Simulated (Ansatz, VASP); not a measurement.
# Cross-check of GaCo between VASP and Ansatz, part 2 of 2

One calculation is typed for both programs; each brings its own data sets and cutoff. How far apart do they land? The cell is taken from a series of VASP runs on this material, whose earlier steps may have relaxed, scaled or displaced it; both programs get it as it stands.

VASP 6.6.1 and Ansatz 0.2.0.

So far: The starting structure; VASP: relaxation of cell and atoms, PBEsol.

### 3. Ansatz: relaxation of cell and atoms, PBEsol

Level of this step: Ansatz beside VASP: Kohn-Sham DFT, plane waves, PBEsol (Ansatz).

Ansatz runs on its default PAW (the set named soft_2) files.

The same cell, functional, mesh and smearing now go to Ansatz, which takes its cutoff from its data sets.

Contents of input.yaml:

```yaml
crystal:
  lattice:
    - [2.8407927463, 0.0, 0.0]
    - [0.0, 2.8407927463, 0.0]
    - [0.0, 0.0, 2.8407927463]
  atoms:
    - { symbol: Ga, position: [0.5, 0.5, 0.5] }
    - { symbol: Co, position: [0.0, 0.0, 0.0], spin: 2.0 }
hamiltonian:
  xc: pbesol
  pseudopotentials: { kind: paw }
magnetization:
  spin_polarized: true
kpoints:
  mp_grid: { grid: [16, 16, 16] }
scf:
  occupations: { method: gaussian, width: 0.05 }
relax:
  f_tol: 0.01
  max_steps: 60
  cell: { stress_tol: 0.05 }
output:
  forces: true
  stress: true
```

Command:

```console
> ansatz run input.yaml --threads 4 --pin off --max-ram 9216MiB --backend cpu --events-out ev --progress --plain --runs-dir out
```

Numbers of over 12 decimals in the logs are rounded to 6 here.

The log of the run:

```text
Engine: ansatz 0.2.0, aarch64-unknown-linux-gnu
Pseudopotentials: kind: paw
Pseudopotential: Ga, paw, valence charge 13, recommended cutoff 420 eV (normal), Ga.paw.azcp
Pseudopotential: Co, paw, valence charge 17, recommended cutoff 420 eV (normal), Co.paw.azcp
Functional definition: PBEsol
  exchange = pbesol_x
  correlation = pbesol_c
Crystal: 2 atoms, lattice volume = 22.925 Å³
Basis set: ecut = 420 eV, 461 PW (Γ), exchange–correlation on 40×40×40 points (8 copies of the dense FFT grid, shifted against one another)
Bands: 20, of which v1, the nominal top of the filled ones, is band 15 counted from 1 (14 counted from 0)
Symmetry: 48 space group operations
Space group: Pm-3m (ITA 221), of the structure as read, at distance tolerance 2.8e-5 Å
Magnetic group: BNS 221.92 (UNI 1594), of the structure as read, at distance tolerance 2.8e-5 Å
k-points: 165 of 4096
Non-local potential: Ga, projectors of the file, l = 0: 2, l = 1: 2, l = 2: 3, l = 3: 1
Non-local potential: Co, projectors of the file, l = 0: 3, l = 1: 2, l = 2: 3, l = 3: 1
PAW form: soft (Blöchl's): semilocal exchange-correlation on the pseudo side does not see the compensation charge
PAW frozen core: Ga, regenerated for the run's functional, and the local potential with it (the file was generated under x = pbe(κ = 0.804, μ = 0.219515), c = pbe(β = 0.066725))
PAW frozen core: Co, regenerated for the run's functional, and the local potential with it (the file was generated under x = pbe(κ = 0.804, μ = 0.219515), c = pbe(β = 0.066725))
PAW one-centre angular grid: Ga, 590 points (default); XC on 64 Gauss nodes
PAW one-centre angular grid: Co, 590 points (default); XC on 64 Gauss nodes
Initial density: superposition of atomic densities (chi_scale 0.1, normalization cell)
Starting moments: Σ|m| = 2 μB on 1 of 2 sites
Initial wavefunctions: pseudopotential atomic-orbital guess
Functional: x = pbesol(κ = 0.804, μ = 0.123457), c = pbesol(β = 0.046)
iter 1 solved again at ethr=2.85e-3 eV; its pass at ethr=3.10e-3 eV (dr2=8.54e-1 eV) is discarded
SCF iter   1: F=—  HF=-8835.152246 eV  |F-HF|=—  |Δ(HF+E_count)|=         —  Δρ=5.97e-2 (↑5.97e-2 ↓2.96e-2)  dr2=8.54e-1  dr2_m=1.48e-1  M=1.402 μB ∫|m|=1.679 μB  β_m=0.30  ethr=2.85e-3  ⟨swp⟩=1.0  Hψ=36900  notcnv=0
Mixer restart at iter 1: flushing history
preconditioner: auto → none  [metal: Δε(μ)=0.003 eV  Ē_g=14.515 eV  σ=0.050 eV  W_gap=0.03  n_scr=6 (ndim 8)  ℏωp=36.4 eV  f_vac=0.000  D(μ)=2.21/eV (n_scr^D=26)  sad-step TF]
SCF iter   2: F=—  HF=-8835.128645 eV  |F-HF|=—  |Δ(HF+E_count)|=   2.36e-2  Δρ=3.69e-2 (↑2.86e-2 ↓3.69e-2)  dr2=2.90e-1  dr2_m=1.70e-1  M=1.293 μB ∫|m|=1.567 μB  β_m=0.40  ethr=2.85e-3  ⟨swp⟩=2.9  Hψ=11053  notcnv=0
SCF iter   3: F=—  HF=-8836.313858 eV  |F-HF|=—  |Δ(HF+E_count)|=         —  Δρ=1.83e-1 (↑1.83e-1 ↓1.26e-1)  dr2=5.32e-1  dr2_m=4.94e0  M=0.131 μB ∫|m|=0.237 μB  β_m=1.00  ethr=9.65e-4  ⟨swp⟩=2.6  Hψ=12218  notcnv=0  defer=167
Mixer restart at iter 3: flushing history
SCF iter   4: F=—  HF=-8838.542085 eV  |F-HF|=—  |Δ(HF+E_count)|=    2.23e0  Δρ=1.70e-1 (↑1.67e-1 ↓1.70e-1)  dr2=1.71e1  dr2_m=8.71e-4  M=0.163 μB ∫|m|=0.208 μB  β_m=0.40  ethr=1.67e-4  ⟨swp⟩=4.4  Hψ=18683  notcnv=0  defer=204
SCF iter   5: F=—  HF=-8840.125548 eV  |F-HF|=—  |Δ(HF+E_count)|=    1.58e0  Δρ=1.85e-1 (↑1.85e-1 ↓1.61e-1)  dr2=1.68e1  dr2_m=3.27e-2  M=0.065 μB ∫|m|=0.113 μB  β_m=0.30  ethr=1.67e-4  ⟨swp⟩=4.1  Hψ=23357  notcnv=0  defer=277
SCF iter   6: F=—  HF=-8836.804247 eV  |F-HF|=—  |Δ(HF+E_count)|=    3.32e0  Δρ=1.21e-2 (↑7.33e-3 ↓1.21e-2)  dr2=2.55e-2  dr2_m=1.53e-2  M=0.086 μB ∫|m|=0.126 μB  β_m=0.65  ethr=1.67e-4  ⟨swp⟩=4.2  Hψ=20776  notcnv=0  defer=246
SCF iter   7: F=—  HF=-8836.848835 eV  |F-HF|=—  |Δ(HF+E_count)|=   4.46e-2  Δρ=1.46e-2 (↑5.58e-3 ↓1.46e-2)  dr2=6.42e-2  dr2_m=4.37e-3  M=0.071 μB ∫|m|=0.096 μB  β_m=0.79  ethr=8.51e-5  ⟨swp⟩=2.3  Hψ=14451  notcnv=0  defer=241
SCF iter   8: F=—  HF=-8836.858914 eV  |F-HF|=—  |Δ(HF+E_count)|=   1.01e-2  Δρ=4.69e-3 (↑4.69e-3 ↓1.84e-3)  dr2=1.05e-3  dr2_m=2.17e-3  M=0.041 μB ∫|m|=0.055 μB  β_m=0.90  ethr=8.51e-5  ⟨swp⟩=2.3  Hψ=12613  notcnv=0  defer=239
SCF iter   9: F=—  HF=-8836.858810 eV  |F-HF|=—  |Δ(HF+E_count)|=   1.04e-4  Δρ=3.13e-3 (↑3.13e-3 ↓2.48e-3)  dr2=5.66e-3  dr2_m=2.87e-5  M=0.009 μB ∫|m|=0.010 μB  β_m=0.90  ethr=3.49e-6  ⟨swp⟩=2.0  Hψ=12997  notcnv=0  defer=240
SCF iter  10: F=—  HF=-8836.858524 eV  |F-HF|=—  |Δ(HF+E_count)|=   2.86e-4  Δρ=1.78e-3 (↑1.78e-3 ↓1.73e-3)  dr2=1.85e-3  dr2_m=6.89e-7  M=0.002 μB ∫|m|=0.003 μB  β_m=0.73  ethr=3.49e-6  ⟨swp⟩=2.0  Hψ=11625  notcnv=0  defer=238
SCF iter  11: F=—  HF=-8836.858512 eV  |F-HF|=—  |Δ(HF+E_count)|=   1.19e-5  Δρ=2.64e-4 (↑2.64e-4 ↓1.15e-4)  dr2=2.39e-5  dr2_m=1.42e-6  M=0.002 μB ∫|m|=0.002 μB  β_m=0.87  ethr=3.49e-6  ⟨swp⟩=2.0  Hψ=10250  notcnv=0  defer=238
SCF iter  12: F=—  HF=-8836.858560 eV  |F-HF|=—  |Δ(HF+E_count)|=   4.83e-5  Δρ=1.29e-4 (↑1.29e-4 ↓8.51e-5)  dr2=8.22e-6  dr2_m=1.11e-7  M=0.000 μB ∫|m|=0.001 μB  β_m=0.93  ethr=7.95e-8  ⟨swp⟩=2.0  Hψ=11608  notcnv=0  defer=238
SCF iter  13: F=—  HF=-8836.858562 eV  |F-HF|=—  |Δ(HF+E_count)|=   1.34e-6  Δρ=4.03e-5 (↑3.65e-5 ↓4.03e-5)  dr2=1.08e-6  dr2_m=1.11e-9  M=-0.000 μB ∫|m|=0.000 μB  β_m=0.89  ethr=2.74e-8  ⟨swp⟩=2.0  Hψ=8426  notcnv=0  defer=238
SCF iter  14: F=—  HF=-8836.858562 eV  |F-HF|=—  |Δ(HF+E_count)|=   1.16e-7  Δρ=6.19e-6 (↑4.42e-6 ↓6.19e-6)  dr2=1.94e-8  dr2_m=1.77e-10  M=0.000 μB ∫|m|=0.000 μB  β_m=0.94  ethr=3.61e-9  ⟨swp⟩=2.0  Hψ=7817  notcnv=0  defer=238
SCF iter  15: F=-8836.858562 eV  HF=-8836.858562 eV  |F-HF|=3.00e-9  |Δ(HF+E_count)|=   5.44e-9  Δρ=2.29e-6 (↑2.10e-6 ↓2.29e-6)  dr2=3.43e-9  dr2_m=2.19e-12  M=0.000 μB ∫|m|=0.000 μB  ethr=6.48e-11  ⟨swp⟩=2.4  Hψ=19378  notcnv=0
WARN: the starting moments were not kept: the SCF closed with an absolute magnetisation of 3.2e-6 μB, where they sum to 2 μB in size (1 site). That is at most 0.1 of that sum. Measured as dr2_m measures the in/out step, that magnetisation stands 2.2e-11 eV from none, at or under the dr2_threshold of 1.0e-7 eV: it is no larger than a step whose dr2_m would equal this threshold. The system may hold no moment; this SCF  [...]
SCF 1 converged in 15 iterations: F = -8836.858562 eV  dr2 = 3.43e-9
  greatest PAW one-centre occupation: 1.001 electrons in one spin orbital (limit 2), on the Co atom at site 1 (counted from 0), in its partial waves of l = 1
relax step   1: F+E_penalty+E_count = -8836.85856186 eV  Δ(F+E_penalty+E_count) = +0.000e0 eV  max|allowed force component| = 1.509e-28 eV/Å  Δτ_max = 0.0000 Å  P = -0.235 GPa  Ω = 22.925 Å³  (15 SCF iters, dr2 threshold 1.00e-7 eV, accepted)
[...]
relax step   2: F+E_penalty+E_count = -8836.85859180 eV  Δ(F+E_penalty+E_count) = -2.995e-5 eV  max|allowed force component| = 1.578e-29 eV/Å  Δτ_max = 0.0000 Å  P = -0.089 GPa  Ω = 22.909 Å³  energy of the carried Pulay correction = +1.299e-5 eV  (9 SCF iters, dr2 threshold 1.39e-7 eV, accepted)
[...]
relax step   3: F+E_penalty+E_count = -8836.85860256 eV  Δ(F+E_penalty+E_count) = -1.076e-5 eV  max|allowed force component| = 1.643e-30 eV/Å  Δτ_max = 0.0000 Å  P = +0.001 GPa  Ω = 22.898 Å³  energy of the carried Pulay correction = +2.094e-5 eV  (10 SCF iters, dr2 threshold 2.00e-8 eV, accepted)
[...]
relax step   4: F+E_penalty+E_count = -8836.85858504 eV  Δ(F+E_penalty+E_count) = +1.753e-5 eV  max|allowed force component| = 1.643e-30 eV/Å  Δτ_max = 0.0000 Å  P = +0.000 GPa  Ω = 22.898 Å³  stress off target by 4.28e-4 GPa  SCF on the basis re-selected at this cell (its energy is not comparable with the rows above)  (7 SCF iters)
basis re-selected at this cell: Δ(F+E_penalty+E_count) = +1.753e-5 eV, ΔP = -0.001 GPa vs the last step (what re-selecting the basis moved, of the pressure what is left beyond the Pulay correction that the steps carried, after the strain that the cell walked since its last selection, with what the two solves' SCF thresholds leave and, on support functions, any second-order correction that the steps lacked; it is no m [...]
SCF converged after 7 iterations
Magnetization: 0.0000 μB (15.0000 up, 15.0000 down)
Absolute magnetization: 0.0000 μB (∫|ρ↑−ρ↓|, with the PAW one-centre terms)
Spin contamination: 0.0000 ħ² per cell (⟨S²⟩ above its minimum at these occupations)
Per-site moments (μB) at R_I (Å): [(-7.943648113161233e-9, 1.014433), (2.0704531789724035e-7, 1.014433)]
Free energy (F): -8836.858585 eV
Harris-Foulkes:  -8836.858585 eV  (|F-HF|=7.28e-12)
Internal energy: -8836.856977 eV  (E = F + TS)
E sigma→0 (E₀):  -8836.857781 eV
Entropy (-TS):   -0.001608 eV (-0.804 meV/atom)
Fermi energy:    17.602586 eV
--- Per-component energies (eV) ---
  E_band       = -196.979732
  E_kinetic    = 575.510297
  E_local      = -4396.836852  (includes V_loc(G=0)·N_el)
  E_nonlocal   = 887.259696
  E_hartree    = 1954.048454
  E_xc         = -228.144201
  E_vxc        = -265.177379  (∫ρ·V_xc dr)
  E_paw        = -3436.288987  (= ΣΔE_a)
  E_vpaw       = -905.832484  (= ΣTr[D̂ρ^β])
  E_aug_tail   = -0.000113  (compensation charges beyond the density's cutoff)
  E_ewald      = -4193.456668
  E_core_change = 1.051397  (= ΣΔE_core)
  E_smearing   = -0.001608  (= −TS)
  E_closure    = 0.000000  (closes the sum)
  Σ components = -8836.858585   (vs F -8836.858585, Δ=0.00e0)
--- Forces (eV/Å), atoms counted from 1 ---
  atom   1  Ga     0.00000000     0.00000000    -0.00000000
  atom   2  Co     0.00000000    -0.00000000     0.00000000
  max |Σ_I F_I| component: 3.02e-30 eV/Å
--- Stress (GPa, compression-positive) ---
        0.000428      -0.000000       0.000000
       -0.000000       0.000428       0.000000
        0.000000       0.000000       0.000428
  P = ⅓ Tr σ = 0.0004 GPa (0.004 kbar)
--- Relaxed structure (3 steps of the walk, 3 accepted, 1 SCFs on fresh bases) ---
  F+E_penalty+E_count = -8836.85858504 eV   max|allowed force component| = 1.643e-30 eV/Å   (the final SCF, on the basis selected at the relaxed cell)
  cell:  # Å, volume = 22.8985 Å³
    - [2.839676, 0, 0.0]
    - [0, 2.839676, 0]
    - [0.0, 0, 2.839676]
  atoms:
    - { symbol: Ga, position: [0.5, 0.5, 0.5] }
    - { symbol: Co, position: [0, 0, 0] }
```

Elapsed: 14 s, on 4 threads of Arm Neoverse V1, shared host; peak memory 0.45 GiB; 48 s of CPU time.

### 4. Comparison

Known differences besides the potentials themselves: both relaxations stop at a tolerance, which leaves soft axes loose, and VASP keeps its plane-wave basis; the data sets hold 30 valence electrons in Ansatz (default PAW (the set named soft_2) files) and 22 in VASP; the cutoff is 420 eV in Ansatz and 520 eV in VASP; Ansatz makes its cores anew for this functional, VASP keeps those of its PBE data sets; Ansatz adds a Pulay correction to the stress that steers its cell, VASP none. Total energies have different zeros and are not compared.

The two programs side by side:

```csv
quantity,Ansatz,VASP,difference
volume (Å³),22.90,22.93,-0.12 %
"edge a after relaxation, in the typed setting (Å)",2.840,2.841,-0.04 %
```

The walks stopped with 0.00 GPa left in Ansatz and -0.04 GPa in VASP; each walk ends within a tolerance, so the volume difference is uncertain by about these residues over the bulk modulus, most in soft cells.

### 5. Outcome

| Property | Result |
| --- | --- |
| difference in volume (relaxation of cell and atoms, PBEsol) | -0.12 % |

The difference in volume is -0.12 % (relaxation of cell and atoms, PBEsol), within the 1.2 % picked in this series as the mark of a large difference, as far as the stopping tolerances let one tell. How closely two codes agree says nothing of how well the functional describes the real material.

[Lines on the potential files, build, host, timing and source positions are cut from VASP's logs without a mark.]

[Logs are printed without paths, hosts, clocks, repeated set-up lines and the standing remarks that a program may print on its own settings, such as how far it seeks lower states.]

[Hosts, paths, dates, database ids (printed as entryN), source tags and the programs' standing remarks are cut or masked in the printed files.]
